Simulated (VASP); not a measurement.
Here is the system:

```
CELL_PARAMETERS angstrom
     -2.19646     2.19646     5.00579
      2.19646    -2.19646     5.00579
      2.19646     2.19646    -5.00579
ATOMIC_POSITIONS crystal
  Ba 0.60054 0.60054 0.00000
  Si 0.99623 0.99623 0.00000
  Si 0.35668 0.85668 0.50000
  Si 0.85668 0.35668 0.50000
  Pt 0.24869 0.24869 0.00000
```

Calculation: PBEsol GGA, VASP's PBE PAW potentials (set 64) (plane waves; VASP). Settings: 400 eV cut-off, 11×11×11 Γ-centred mesh, tetrahedra with Blöchl corrections, potentials Ba_sv Si Pt.

### Question
The job: BaSi3Pt (space group I4mm), 5 atoms, PBEsol, static run, 400 eV, 11×11×11 Γ-centred mesh. Roughly how much core time does it take on a busy server core?

### Answer
About 6 core-minutes (one run on a shared machine, a rough figure). It had 126 irreducible k-points, 20 bands, up to 1771 plane waves and 16 electronic steps.

The structure comes from a computed database's BaSi3Pt entry (I4mm); how it stands against other phases isn't given here. It was relaxed first.
